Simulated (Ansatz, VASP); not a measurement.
# Cross-check of SnSe2 between VASP and Ansatz, part 2 of 2

Aim: how closely do two programs agree when they are given the same cell, functional and k mesh? The cell is taken from a series of runs on this material, whose earlier steps may have relaxed, scaled, displaced or heated it; both programs get it as it stands.

VASP 6.6.1 and Ansatz 0.2.0.

So far. Step 6 (VASP: single point, PBE, pair 2): The run ends at a pressure of 0.20 GPa, with forces up to 0.54 eV/Å.

## Step 7: Comparison

What differs besides the data sets and the points named for the pairs above, as far as they apply: the data sets hold 46 valence electrons in Ansatz (on its PAW soft_1 files) and 26 in VASP. Total energies have different zeros and are not compared.

The two programs side by side:

```tsv
quantity	Ansatz	VASP	difference
gap on the k mesh (eV)	0.384	0.383	+0.001
```

Forces (eV/Å; atoms numbered as in POSCAR):

```tsv
atom	Ansatz x, y, z	VASP x, y, z
Sn1	0.000, -0.525, 0.149	0.000, -0.525, 0.147
Se2	0.000, 0.328, -0.137	0.000, 0.329, -0.122
Se3	0.000, 0.196, -0.013	0.000, 0.196, -0.025
```

The forces differ by 6.5 meV/Å r.m.s., which is 2.9 % of the r.m.s. force of 0.226 eV/Å (both taken over all components). A gap on the mesh is an upper bound, since the band edges may lie between its points. With vacuum in the cell, a pressure given here is an average over mostly empty space and none of the material.

## Step 8: VASP: single point, PBE, pair 3

A single point gives forces, pressure and levels at one fixed geometry, so differences don't come from the geometry; what else differs is listed under the comparison.

INCAR

```
SYSTEM = SnSe2
PREC = Accurate
ENCUT = 400
EDIFF = 1E-06
NELM = 120
ISMEAR = 0
SIGMA = 0.1
LREAL = .FALSE.
ALGO = Normal
GGA = PE
NBANDS = 19
LORBIT = 11
LWAVE = .FALSE.
LCHARG = .FALSE.
ISIF = 2
LDIPOL = .TRUE.
IDIPOL = 3
DIPOL = 0.5 0.5 0.328
LVHAR = .TRUE.
LASPH = .TRUE.
GGA_COMPAT = .FALSE.
EFERMI = MIDGAP
NELMDL = -8
KPAR = 2
```

POSCAR

```
SnSe2
1.0
    3.7941949000      0.0000000000      0.0000000000
   -1.8970974500      3.2858691703      0.0000000000
    0.0000000000      0.0000000000     30.4600000000
Sn Se
1 2
Direct
    0.3333333333      0.6666666667      0.3282994091
    0.7351416997      0.4702833994      0.3849452770
    0.5981916336      0.1963832673      0.2716535412
```

KPOINTS

```
Automatic mesh
0
Gamma
12 12 1
0 0 0
```

The projector-augmented-wave data sets are Sn_d and Se (PBE family, release 64).

Launch:

```
> mpirun -np 2 vasp_std
```

Numbers of over 12 decimals in the logs are rounded to 6 here.

Output:

```text
[... set-up lines as in an earlier step ...]
 entering main loop
       N       E                     dE             d eps       ncg     rms          rms(c)
DAV:   1     0.164802705279E+03    0.16480E+03   -0.94584E+03  1978   0.842E+02
DAV:   2     0.779675095345E+01   -0.15701E+03   -0.15326E+03  2151   0.208E+02
DAV:   3    -0.110912021343E+02   -0.18888E+02   -0.18809E+02  2109   0.829E+01
DAV:   4    -0.115388545612E+02   -0.44765E+00   -0.44710E+00  2087   0.161E+01
[...]
DAV:  23    -0.111544013990E+02   -0.19314E-05   -0.85857E-08  1701   0.114E-03    0.273E-04
DAV:  24    -0.111544028688E+02   -0.14698E-05   -0.16768E-08  1471   0.486E-04    0.155E-04
DAV:  25    -0.111544037782E+02   -0.90948E-06   -0.13095E-08  1409   0.406E-04
   1 F= -.11154404E+02 E0= -.11154403E+02  d E =-.957258E-06
```

Parts of OUTCAR (step 8):

```text
  Total        0.3486330      2.4925713      0.4000770      0.0000000     -1.0559448      0.0000000
  in kB        1.4708868     10.5161886      1.6879296      0.0000000     -4.4550439      0.0000000
  external PRESSURE =       4.5583350 kB  Pullay stress =       0.0000000 kB

 POSITION                                       TOTAL-FORCE (eV/Angst)
 -----------------------------------------------------------------------------------
     -0.00000      2.19058     10.00000         0.000000     -1.041027      0.478432
      1.89710      1.54529     11.72543        -0.000000      0.214724     -0.114935
      1.89710      0.64529      8.27457        -0.000000      0.826303     -0.363496
 -----------------------------------------------------------------------------------
    total drift:                                0.000000      0.000142     -0.001679

  FREE ENERGIE OF THE ION-ELECTRON SYSTEM (eV)
  ---------------------------------------------------
  free  energy   TOTEN  =       -11.1544037782 eV

  energy  without entropy=      -11.1544028210  energy(sigma->0) =      -11.15440330

[... 2 parts as in an earlier step ...]

[... 1 further part left out ...]
[key lines of the parts left out:]
E-fermi :  -3.1282
```

The run ends at a pressure of 0.46 GPa, with forces up to 1.1 eV/Å.

## Step 9: Ansatz: single point, PBE, pair 3

The same cell, functional, mesh and smearing now go to Ansatz, which takes its cutoff from its data sets.

The cell is taken from a series of runs on this material, whose earlier steps may have relaxed, scaled, displaced or heated it; both programs get it as it stands.

input.yaml

```yaml
crystal:
  lattice:
    - [3.7941949, 0.0, 0.0]
    - [-1.89709745, 3.2858691703, 0.0]
    - [0.0, 0.0, 30.46]
  atoms:
    - { symbol: Sn, position: [0.3333333333, 0.6666666667, 0.3282994091] }
    - { symbol: Se, position: [0.7351416997, 0.4702833994, 0.384945277] }
    - { symbol: Se, position: [0.5981916336, 0.1963832673, 0.2716535412] }
  periodic: [true, true, false]
kpoints:
  mp_grid: { grid: [12, 12, 1] }
hamiltonian:
  xc: pbe
  pseudopotentials: { kind: paw, azcp: { folder: soft_1 } }
scf:
  occupations: { method: gaussian, width: 0.1 }
output:
  forces: true
  stress: true
  eigenvalues: true
```

Launch:

```
> ansatz run input.yaml --threads 4 --pin off --max-ram 16384MiB --backend cpu --events-out ev --progress --plain --runs-dir out
```

Output:

```text
[...]
Crystal: 3 atoms, lattice volume = 379.752 Å³
Basis set: ecut = 420 eV, 7445 PW (Γ), exchange–correlation on 54×54×432 points (8 copies of the dense FFT grid, shifted against one another)
Bands: 28, of which v1, the nominal top of the filled ones, is band 23 counted from 1 (22 counted from 0)
Symmetry: 2 space group operations
[...]
k-points: 43 of 144 (time reversal used)
[...]
k-point 1: bands = [... 19 lower, -6.6585, -6.5981, -5.7898, -5.4889, -4.2901, -2.1612, -0.9583 (-0.9583°), -0.9283, ... 1 higher]
  k-point 2: bands = [... 19 lower, -7.2852, -6.9397, -6.3988, -5.6402, -4.0791, -2.0226, -0.8346 (-0.8346°), -0.6928, ... 1 higher]
  k-point 42: bands = [... 19 lower, -9.1378, -8.7286, -7.1673, -6.1238, -4.3619, -2.5236, -0.9308, 0.5718, ... 1 higher]
  ° read free of the cell's end (the report's vacuum.weakly_bound_levels)
[key lines of the parts left out:]
SCF converged after 9 iterations
Free energy (F): -16962.772367 eV
Fermi energy:    -5.166113 eV
P = ½ c Tr σ = 1.8257 N/m
```

## Step 10: Side by side

What differs besides the data sets and the points named for the pairs above, as far as they apply: the data sets hold 46 valence electrons in Ansatz (on its PAW soft_1 files) and 26 in VASP. Total energies have different zeros and are not compared.

Compared:

```tsv
quantity	Ansatz	VASP	difference
gap on the k mesh (eV)	0.526	0.525	+0.001
```

Forces (eV/Å; atoms numbered as in POSCAR):

```tsv
atom	Ansatz x, y, z	VASP x, y, z
Sn1	0.000, -1.043, 0.484	0.000, -1.041, 0.478
Se2	0.000, 0.216, -0.130	0.000, 0.215, -0.115
Se3	0.000, 0.828, -0.353	0.000, 0.826, -0.363
```

The forces differ by 6.5 meV/Å r.m.s., which is 1.3 % of the r.m.s. force of 0.493 eV/Å (both taken over all components). A gap on the mesh is an upper bound, since the band edges may lie between its points. With vacuum in the cell, a pressure given here is an average over mostly empty space and none of the material.

## Step 11: What came out

| Property | Result |
| --- | --- |
| r.m.s. force difference (single point, PBE, pair 1) | 6.6 meV/Å |
| r.m.s. force difference (single point, PBE, pair 2) | 2.9 % of the r.m.s. force |
| r.m.s. force difference (single point, PBE, pair 3) | 1.3 % of the r.m.s. force |

**Reading.** The r.m.s. force difference is 2.9 % of the r.m.s. force (single point, PBE, pair 2), at about the 3 % picked in this series as the mark of a large difference. The data sets hold unlike numbers of valence electrons (46 in Ansatz and 26 in VASP), so part of the differences comes from the potentials. 5 further runs of this series are not shown here. How closely two codes agree says nothing of how well the functional describes the real material.

[Lines on the potential files, build, host, timing and source positions are cut from VASP's logs without a mark.]

[Logs are printed without paths, hosts, clocks, repeated set-up lines and the standing remarks that a program may print on its own settings, such as how far it seeks lower states.]

[Hosts, paths, dates, database ids (printed as entryN), source tags and the programs' standing remarks are cut or masked in the printed files.]
